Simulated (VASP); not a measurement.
Output of a VASP run:

OSZICAR:
```
       N       E                     dE             d eps       ncg     rms          rms(c)
DAV:   1     0.990148532284E+01    0.99015E+01   -0.38702E+03  1200   0.823E+02
DAV:   2    -0.171796828293E+01   -0.11619E+02   -0.11468E+02  1704   0.111E+02
DAV:   3    -0.186259396795E+01   -0.14463E+00   -0.13972E+00  1552   0.899E+00
DAV:   4    -0.186574654120E+01   -0.31526E-02   -0.31527E-02  1864   0.160E+00
DAV:   5    -0.186575072898E+01   -0.41878E-05   -0.41878E-05  1576   0.524E-02    0.646E+00
DAV:   6    -0.187859340001E+01   -0.12843E-01   -0.16154E-03  1856   0.427E-01    0.386E+00
DAV:   7    -0.188666165822E+01   -0.80683E-02   -0.43148E-03  1800   0.626E-01    0.615E-02
DAV:   8    -0.188672762099E+01   -0.65963E-04   -0.20233E-04  1936   0.120E-01    0.166E-02
DAV:   9    -0.188673831006E+01   -0.10689E-04   -0.10687E-05  1704   0.266E-02    0.696E-03
DAV:  10    -0.188673840868E+01   -0.98617E-07   -0.34124E-06  1816   0.149E-02    0.112E-03
DAV:  11    -0.188673855963E+01   -0.15095E-06   -0.68146E-08  1104   0.242E-03    0.350E-04
DAV:  12    -0.188673865030E+01   -0.90668E-07   -0.63767E-09   944   0.938E-04
   1 F= -.18867387E+01 E0= -.18863463E+01  d E =-.117718E-02
```

File OUTCAR:
```
------------------------ aborting loop because EDIFF is reached ----------------------------------------
  FORCE on cell =-STRESS in cart. coord.  units (eV):
  Direction    XX          YY          ZZ          XY          YZ          ZX
  --------------------------------------------------------------------------------------
  Total       -0.1863087     -0.1863087     -0.1863087     -0.0000000     -0.0000000     -0.0000000
  in kB       -6.5388481     -6.5388481     -6.5388481     -0.0000000     -0.0000000     -0.0000000
  external PRESSURE =      -6.5388481 kB  Pullay stress =       0.0000000 kB
  volume of cell :       45.65
      direct lattice vectors                 reciprocal lattice vectors
    -2.251442245  2.251442245  2.251442245     0.000000000  0.222079870  0.222079870
     2.251442245 -2.251442245  2.251442245     0.222079870  0.000000000  0.222079870
     2.251442245  2.251442245 -2.251442245     0.222079870  0.222079870  0.000000000
 POSITION                                       TOTAL-FORCE (eV/Angst)
 -----------------------------------------------------------------------------------
      0.00000      0.00000      0.00000        -0.000000      0.000000     -0.000000
 -----------------------------------------------------------------------------------
    total drift:                               -0.000000     -0.000000      0.000000
  FREE ENERGIE OF THE ION-ELECTRON SYSTEM (eV)
  ---------------------------------------------------
  free  energy   TOTEN  =        -1.8867386503 eV

  energy  without entropy=       -1.8855614670  energy(sigma->0) =       -1.88634626
```
(Selected blocks of OUTCAR.)

File POSCAR:
```
Eu
1
   -2.2514422451     2.2514422451     2.2514422451
    2.2514422451    -2.2514422451     2.2514422451
    2.2514422451     2.2514422451    -2.2514422451
Eu
1
Direct
  0.0000000000   0.0000000000   0.0000000000
```

Problem. Reconstruct the remaining input files.

Solution. One answer among several that fit: the input of the run itself, PW91 GGA, plane waves, VASP's PBE PAW potentials (set 64).

### INCAR
```
! general
SYSTEM  = Eu
PREC    = Accurate
ENCUT   = 520
LREAL   = .FALSE.
LASPH   = .TRUE.

! electronic loop
EDIFF   = 1E-7
NELM    = 100
ALGO    = Normal
LMAXMIX = 6

! smearing
ISMEAR  = 1
SIGMA   = 0.1

! functional
GGA     = 91

! ions
ISIF    = 2

! output
LWAVE   = .FALSE.
LCHARG  = .FALSE.
```

**KPOINTS**
```
kpoints
0
gamma
12 12 12
```

POTCAR, in this order: Eu_2 (PBE.64 set). Program: vasp_std.

The 4f electrons are frozen in the core of the lanthanide potential, so 4f levels, which can set the real gap, and their magnetism are missing.

The compound is Eu in the bcc structure. This cell is one point of a volume scan, at 1.06 of the reference volume.
